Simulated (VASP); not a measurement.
VASP input:

**KPOINTS**
```
Automatic
0
gamma
 5 5 5
```

**POSCAR**
```
Ga2In2P4
1
    5.6473156306     0.0000000000     0.0000000000
    0.0000000000     5.6473156306     0.0000000000
    0.0000000000     0.0000000000     5.6720362478
In P Ga
2 4 2
Direct
  0.0000000000   1.0000000000   0.0000000000
  0.5000000000   0.5000000000   0.0000000000
  0.2500000000   0.2500000000   0.2713161353
  0.7500000000   0.7500000000   0.2713161353
  0.7500000000   0.2500000000   0.7286838647
  0.2500000000   0.7500000000   0.7286838647
  0.5000000000   1.0000000000   0.5000000000
  0.0000000000   0.5000000000   0.5000000000
```

### INCAR
```
# general
SYSTEM  = Ga2In2P4
PREC    = Accurate
ENCUT   = 400
LREAL   = .FALSE.
LASPH   = .TRUE.

# electronic loop
EDIFF   = 1E-7
NELM    = 100
ALGO    = Normal
LMAXMIX = 4

# smearing
ISMEAR  = -5

# functional
GGA     = PS

# ions
ISIF    = 2

# output
LWAVE   = .FALSE.
LCHARG  = .TRUE.
LORBIT  = 11
NEDOS   = 601

# other
LEFG    = .TRUE.
```

POTCAR, in this order: In_d P Ga_d (PBE.64 set). Program: vasp_std.

Q: Translate this PBEsol calculation to Quantum ESPRESSO's pw.x.

A: One equivalent input (not run):
```
&CONTROL
  calculation = 'scf'
  pseudo_dir = './pseudo'
  outdir = './out'
  tprnfor = .true.
  tstress = .true.
/
&SYSTEM
  ibrav = 0
  nat = 8
  ntyp = 3
  ecutwfc = 80
  occupations = 'tetrahedra'
  input_dft = 'pbesol'
/
&ELECTRONS
  conv_thr = 7.3e-09
  electron_maxstep = 100
/
ATOMIC_SPECIES
  In 114.818 In.upf
  P 30.974 P.upf
  Ga 69.723 Ga.upf
CELL_PARAMETERS angstrom
     5.6473156    0.0000000    0.0000000
     0.0000000    5.6473156    0.0000000
     0.0000000    0.0000000    5.6720362
ATOMIC_POSITIONS crystal
  In   0.0000000  1.0000000  0.0000000
  In   0.5000000  0.5000000  0.0000000
  P    0.2500000  0.2500000  0.2713161
  P    0.7500000  0.7500000  0.2713161
  P    0.7500000  0.2500000  0.7286839
  P    0.2500000  0.7500000  0.7286839
  Ga   0.5000000  1.0000000  0.5000000
  Ga   0.0000000  0.5000000  0.5000000
K_POINTS automatic
  5 5 5 0 0 0
```
What does not carry over: the potentials are each code's own (VASP's PAW set, PseudoDojo norm-conserving files in pw.x), so ENCUT and ecutwfc are chosen apart and not converted; conv_thr bounds pw.x's estimated SCF error, while EDIFF bounds the energy change between steps; the field gradients of LEFG aren't asked of the other code.

The structure was generated: Ga2In2P4 was put into an ordered model structure (P-4m2), which need not be its known phase. It was relaxed first.
